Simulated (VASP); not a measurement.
Consider the following.

```
CELL_PARAMETERS angstrom
      1.92888    -3.34092     0.00000
      1.92888     3.34092     0.00000
      0.00000     0.00000     6.85129
ATOMIC_POSITIONS crystal
  Sn 0.00000 0.00000 0.00000
  Se 0.33333 0.66667 0.23295
  Se 0.66667 0.33333 0.76705
```

All values below come from AM05 GGA, VASP's PBE PAW potentials (set 64) (plane waves; VASP). Numerical set-up: 520 eV cut-off, 7×7×4 Γ-centred mesh, Gaussian smearing of 0.050 eV, potentials Sn_d Se.

Without a dispersion term in the relaxation, distances and binding between the weakly bound layers, chains or molecules are unreliable, and so is what depends on them.

**Question.** The ions and cell shape at fixed volume are relaxed. Give the cell that the relaxation ends in.

**Answer.** 
```
CELL_PARAMETERS angstrom
      1.90730    -3.30355     0.00000
      1.90730     3.30355     0.00000
      0.00000     0.00000     7.00719
ATOMIC_POSITIONS crystal
  Sn 0.00000 0.00000 0.00000
  Se 0.33333 0.66667 0.22578
  Se 0.66667 0.33333 0.77422
```
Space group P-3m1 (164), at a tolerance of 0.03 Å.

**Question.** How much energy does the relaxation gain?

**Answer.** The energy (σ→0) changes by -5.0 meV/atom, in 7 ionic steps.

The compound is SnSe2 in the 1T layered structure. This cell is one point of a volume scan, at 1.03 of the reference volume. Symmetry was kept, so distortions that lower it aren't found.
